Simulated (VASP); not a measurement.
A convergence study with VASP on LiH (rock salt): one setting is varied, all else stays as given below, so the limit is that of these other settings. ε∞ is the independent-particle value.

```
CELL_PARAMETERS angstrom
      0.00000     2.04000     2.04000
      2.04000     0.00000     2.04000
      2.04000     2.04000     0.00000
ATOMIC_POSITIONS crystal
  Li 0.00000 0.00000 0.00000
  H  0.50000 0.50000 0.50000
```

These are PBE GGA, VASP's PBE PAW potentials (set 64) (plane waves; VASP 6.6.1) values and carry that method's errors. The tightest run used: 700 eV cut-off, 9×9×9 Γ-centred mesh, Gaussian smearing of 0.050 eV, potentials Li_sv H.

The reference is NBANDS = 130, which took about 90 core-seconds. The timings are rough (shared machines, no repeats); factors under 2 mean little.

Problem. Of the settings NBANDS = 3; NBANDS = 4; NBANDS = 6; NBANDS = 10; NBANDS = 18; NBANDS = 34; NBANDS = 66; NBANDS = 130, which is the lowest that keeps the difference from the reference in mean ε∞ within 0.3 from there on, and what does it cost?

Solution. NBANDS = 4; its cost over the reference is about 1/8.
| setting | difference in mean ε∞ | cost over the reference |
|---|---|---|
| NBANDS = 3 | 0.63 | about 1/9 |
| NBANDS = 4 | 0.14 | about 1/8 |
| NBANDS = 6 | 0.04 | about 1/8 |
| NBANDS = 10 | 0.02 | about 1/6 |
| NBANDS = 18 | 0.01 | about 1/4 |
| NBANDS = 34 | 0.01 | about 1/3 |
| NBANDS = 66 | 0.00 | within a factor of 2 |
| NBANDS = 130 | 0.00 | reference |

Left out are rungs that failed or repeat a setting and relaxations that didn't move; long series are thinned to 24 rows.

The compound is LiH in the rock salt structure. The cell was not relaxed at this level.
